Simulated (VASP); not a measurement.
# NbTe: equation of state with LDA

Crystal: NbTe.

```
Te Nb
1.0
     3.61107    0.00000    0.00000
    -1.80554    3.12728    0.00000
     0.00000    0.00000    3.64675
Te Nb
1 1
Direct
  0.66667 0.33333 0.00000
  0.00000 0.00000 0.50000
```

The cell comes from a database or a generator and needn't be the stable form of this composition.

```
Program                : VASP 6.6.1
Task                   : equation of state
Functional             : LDA
Potentials or basis    : VASP PAW LDA potentials, release 64 (Te, Nb_sv)
Cutoff                 : 520 eV
k mesh                 : 8 × 8 × 6
Occupations            : fermi-dirac, width 0.05 eV
Spin                   : no spin polarisation
Ladder                 : gaps
Further INCAR settings : ALGO = Normal; EDIFF = 1e-07
```

```json
{"Equilibrium volume": "20.60 Å³/atom", "Bulk modulus at fixed shape and positions": "143 GPa", "Pressure derivative of the bulk modulus": "4.6 (rough: it moves with the points fitted)"}
```

Energy against volume, from the lowest point:
```
volume (Å³/atom)  energy (meV/atom)
          19.767              16.07
          20.179               3.92
          20.591               0.00
          21.003               3.45
          21.415              13.48
```

All runs of the series together: 87 s on 1 thread of Intel(R) Xeon(R) Platinum 8259CL CPU @ 2.50GHz (Skylake/Cascade Lake) (shared host).

Caveat: the cell was scaled at fixed shape and fractional positions, which overstates the stiffness of a crystal with free parameters, most of all of layers and chains. The run has no spin-orbit coupling, so splittings on Te are missing.
